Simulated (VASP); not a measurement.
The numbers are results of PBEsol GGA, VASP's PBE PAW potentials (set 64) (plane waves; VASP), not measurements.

VASP ran on this input.

### POSCAR
```
Ga
1
   -1.6780330000     1.6780330000     1.6780330000
    1.6780330000    -1.6780330000     1.6780330000
    1.6780330000     1.6780330000    -1.6780330000
Ga
1
Direct
  0.0000000000   0.0000000000   0.0000000000
```

INCAR:
```
# general
SYSTEM  = Ga
PREC    = Accurate
ENCUT   = 400
LREAL   = F
LASPH   = T

# electronic loop
EDIFF   = 1E-6
NELM    = 100
ALGO    = Normal
LMAXMIX = 4

# smearing
ISMEAR  = 1
SIGMA   = 0.1

# functional
GGA     = PS

# ions
IBRION  = 2
NSW     = 60
ISIF    = 3
EDIFFG  = -0.01

# output
LWAVE   = F
LCHARG  = F
```

**KPOINTS**
```
K-points
0
Gamma
14 14 14
0 0 0
```

POTCAR, in this order: Ga_d (PBE.64 set). Program: vasp_std.

Problem. What will the output report for the number of irreducible k-points (NKPTS), number of bands (NBANDS), largest plane-wave count, number of space-group operations, FFT grid (NGX, NGY, NGZ)?

Solution. 
```json
{
 "number of irreducible k-points (NKPTS)": "104",
 "number of bands (NBANDS)": "10",
 "largest_plane_wave_count": "370",
 "number_of_space_group_operations": "48",
 "FFT grid (NGX, NGY, NGZ)": "20 × 20 × 20"
}
```

The structure was generated: Ga was put into the bcc type (Im-3m), which need not be its known phase. This run relaxes it. Symmetry was kept, so distortions that lower it aren't found.
